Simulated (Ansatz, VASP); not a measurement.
Hg2H3Br: VASP beside Ansatz

The input INCAR:

```
SYSTEM = Hg2H3Br
ALGO = Fast ; EDIFF = 1E-6
EDIFFG = -0.01 ; ENCUT = 600
GGA = PE ; IBRION = 2
ISIF = 3 ; ISMEAR = 0
LASPH = .TRUE. ; LCHARG = .FALSE.
LREAL = .FALSE. ; LWAVE = .FALSE.
NELM = 60 ; NSW = 100
PREC = Accurate ; SIGMA = 0.1
```

File KPOINTS:

```
k-points
0
G
  6 6 12
  0 0 0
```

Contents of POSCAR:

```
Hg2H3Br
1.0
    5.9131666181      0.0000000000      0.0000000000
   -2.9565833090      5.1209525080      0.0000000000
    0.0000000000      0.0000000000      2.9192754729
Hg H Br
2 3 1
Direct
    0.3333333333      0.6666666667      0.0000000000
    0.6666666667      0.3333333333      0.0000000000
    0.5000000000      0.0000000000      0.5000000000
    0.5000000000      0.5000000000      0.5000000000
    0.0000000000      0.5000000000      0.5000000000
    0.0000000000      0.0000000000      0.0000000000
```

Input for Ansatz:

```yaml
crystal:
  lattice:
    - [5.9131666181, 0.0, 0.0]
    - [-2.956583309, 5.120952508, 0.0]
    - [0.0, 0.0, 2.9192754729]
  atoms:
    - { symbol: Hg, position: [0.3333333333, 0.6666666667, 0.0] }
    - { symbol: Hg, position: [0.6666666667, 0.3333333333, 0.0] }
    - { symbol: H, position: [0.5, 0.0, 0.5] }
    - { symbol: H, position: [0.5, 0.5, 0.5] }
    - { symbol: H, position: [0.0, 0.5, 0.5] }
    - { symbol: Br, position: [0.0, 0.0, 0.0] }
basis:
  ecutwfc: 420
kpoints:
  mp_grid: { grid: [6, 6, 12] }
hamiltonian:
  xc: pbe
scf:
  occupations: { method: gaussian, width: 0.1 }
output:
  forces: true
  stress: true
  eigenvalues: true
  write_density: true
  write_potential: true
  elf: true
  volumetric_format: npy
relax:
  adjacent_minimum: "off"
  f_tol: 0.01
  max_steps: 80
  cell: { stress_tol: 0.05 }
```

Change from the starting cell: species swapped into the YCo3B2 type (P6/mmm, No. 191).

Alike in both runs: task relaxation of cell and atoms; functional PBE; k mesh 6 × 6 × 12; occupations gaussian, width 0.1 eV; no spin polarisation.

|  | VASP | Ansatz |
| --- | --- | --- |
| version | VASP 6.6.1 | Ansatz 0.2.0 |
| potentials or method | VASP PAW PBE potentials, release 64 (Hg, H, Br) | scalar-relativistic, plane waves, PAW |
| plane-wave cutoff (eV) | 600 | 420 |
| valence electrons in the cell | 34 | 50 |

Ansatz gave:

- gap on the k mesh at the Fermi level, each at its own relaxed structure (eV): none
- relaxed volume (Å³/atom): 15.10
- relaxed cell length with the largest relative difference (Å): 2.823
- energy change over the relaxation (meV/atom): -7

Task: Which values does VASP return?

Result: gap on the k mesh at the Fermi level, each at its own relaxed structure (eV): none; relaxed volume (Å³/atom): 15.16; relaxed cell length with the largest relative difference (Å): 2.831; energy change over the relaxation (meV/atom): -7.

A gap of «none» marks a metal or a gap that the smearing closes. The two sets of potentials don't hold the same shells in valence.

Spin-orbit coupling is left out, which matters for the levels of Hg.
